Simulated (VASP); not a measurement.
Method: PBE GGA + U (Dudarev), VASP's PBE PAW potentials (set 64) (plane waves; VASP).

VASP ran on this input.

INCAR:
```
# general
SYSTEM    = MoSi2
PREC      = Accurate
ENCUT     = 400
LREAL     = .FALSE.
LASPH     = .TRUE.

# electronic loop
EDIFF     = 1E-6
NELM      = 100
ALGO      = Normal
LMAXMIX   = 4

# smearing
ISMEAR    = 1
SIGMA     = 0.1

# functional
GGA       = PE

# DFT+U
LDAU      = .TRUE.
LDAUTYPE  = 2
LDAUL     = -1 2
LDAUU     = 0 3.0
LDAUJ     = 0 0
LDAUPRINT = 1

# ions
ISIF      = 2

# output
LWAVE     = .FALSE.
LCHARG    = .FALSE.
LORBIT    = 10
```

POSCAR:
```
MoSi2
4.00350
 -0.4089171975   0.4089171975   1.0000000000
  0.4089171975  -0.4089171975   1.0000000000
  0.4089171975   0.4089171975  -1.0000000000
Si Mo
2 1
Cart
  0.0000000000  -0.0000000000   1.3300000000
  0.0000000000  -0.0000000000   0.6700000000
  0.0000000000   0.0000000000   0.0000000000
```

### KPOINTS
```
Automatic mesh
0
Gamma
12 12 12
0 0 0
```

POTCAR, in this order: Si Mo_sv (PBE.64 set). Program: vasp_std.

The resulting files:

### OUTCAR
```
 ion  position               nearest neighbor table
   1  0.665  0.665  0.000-   2 2.64   3 2.67   3 2.67   3 2.67   3 2.67   3 2.68   2 2.69   2 2.69
                             2 2.69   2 2.69
   2  0.335  0.335  0.000-   1 2.64   3 2.67   3 2.67   3 2.67   3 2.67   3 2.68   1 2.69   1 2.69
                             1 2.69   1 2.69
   3  0.000  0.000  0.000-   1 2.67   2 2.67   1 2.67   2 2.67   1 2.67   2 2.67   2 2.67   1 2.67
                             1 2.68   2 2.68
  LATTYP: Found a body centered tetragonal cell.
 ALAT       =     3.2742000000
 C/A-ratio  =     2.4454828660
 Subroutine PRICEL returns:
 Original cell was already a primitive cell.
 Subroutine GETGRP returns: Found 16 space group operations
The static configuration has the point symmetry D_4h.
The dynamic configuration has the point symmetry D_4h.
 Subroutine INISYM returns: Found 16 space group operations
 Subroutine IBZKPT returns following result:
 Found    163 irreducible k-points:

 Following reciprocal coordinates:
            Coordinates               Weight
  0.000000  0.000000  0.000000      1.000000
  0.083333  0.000000 -0.000000      8.000000
  0.166667  0.000000  0.000000      8.000000
  0.250000  0.000000 -0.000000      8.000000
...
```

### OSZICAR
```
       N       E                     dE             d eps       ncg     rms          rms(c)
DAV:   1     0.101800238838E+03    0.10180E+03   -0.98894E+03  4978   0.113E+03
DAV:   2    -0.184295883798E+02   -0.12023E+03   -0.11906E+03  6164   0.296E+02
DAV:   3    -0.207073674750E+02   -0.22778E+01   -0.22598E+01  6444   0.377E+01
DAV:   4    -0.207197196584E+02   -0.12352E-01   -0.12343E-01  5758   0.308E+00
DAV:   5    -0.207198250141E+02   -0.10536E-03   -0.10535E-03  6493   0.259E-01    0.183E+01
DAV:   6    -0.198015844658E+02    0.91824E+00   -0.10881E+01  5695   0.214E+01    0.391E+00
DAV:   7    -0.196474841386E+02    0.15410E+00   -0.14454E+00  5500   0.796E+00    0.344E+00
DAV:   8    -0.196373601537E+02    0.10124E-01   -0.12190E-01  6136   0.255E+00    0.513E-01
DAV:   9    -0.196399649478E+02   -0.26048E-02   -0.49094E-03  6339   0.529E-01    0.293E-01
DAV:  10    -0.196411168839E+02   -0.11519E-02   -0.26213E-03  6151   0.392E-01    0.895E-02
DAV:  11    -0.196411154601E+02    0.14238E-05   -0.47191E-04  5821   0.164E-01    0.382E-02
DAV:  12    -0.196411149210E+02    0.53905E-06   -0.33360E-05  5870   0.429E-02    0.964E-03
DAV:  13    -0.196411150296E+02   -0.10857E-06   -0.47435E-06  5889   0.132E-02
   1 F= -.19641115E+02 E0= -.19641210E+02  d E =0.286277E-03
```

**OUTCAR**
```
------------------------ aborting loop because EDIFF is reached ----------------------------------------
  FORCE on cell =-STRESS in cart. coord.  units (eV):
  Direction    XX          YY          ZZ          XY          YZ          ZX
  --------------------------------------------------------------------------------------
  Total       -2.0829349     -2.0829349     -2.4409174      0.0000000      0.0000000      0.0000000
  in kB      -77.7563823    -77.7563823    -91.1199389      0.0000000      0.0000000      0.0000000
  external PRESSURE =     -82.2109012 kB  Pullay stress =       0.0000000 kB
  volume of cell :       42.92
      direct lattice vectors                 reciprocal lattice vectors
    -1.637100000  1.637100000  4.003500000     0.000000000  0.305418117  0.124890721
     1.637100000 -1.637100000  4.003500000     0.305418117  0.000000000  0.124890721
     1.637100000  1.637100000 -4.003500000     0.305418117  0.305418117  0.000000000
 POSITION                                       TOTAL-FORCE (eV/Angst)
 -----------------------------------------------------------------------------------
      0.00000      0.00000      5.32465         0.000000      0.000000     -0.238432
      0.00000      0.00000      2.68235         0.000000      0.000000      0.238432
      0.00000      0.00000      0.00000        -0.000000     -0.000000     -0.000000
 -----------------------------------------------------------------------------------
    total drift:                                0.000000      0.000000     -0.000000
  FREE ENERGIE OF THE ION-ELECTRON SYSTEM (eV)
  ---------------------------------------------------
  free  energy   TOTEN  =       -19.6411150296 eV

  energy  without entropy=      -19.6414013066  energy(sigma->0) =      -19.64121046

 total charge

# of ion       s       p       d       tot
------------------------------------------
    1        0.743   0.837   0.000   1.581
    2        0.743   0.837   0.000   1.581
    3        2.273   6.187   4.024  12.484
--------------------------------------------------
tot          3.759   7.862   4.024  15.646
```
(Selected blocks of OUTCAR.)

The compound is MoSi2 in the MoSi2 type structure. The cell was not relaxed at this level. The run is one of a series of settings (LDAU = .TRUE., LDAUJ = 0 0, LDAUL = -1 2, LDAUTYPE = 2, LDAUU = 0 3.0 against the base run), some of them coarse on purpose.
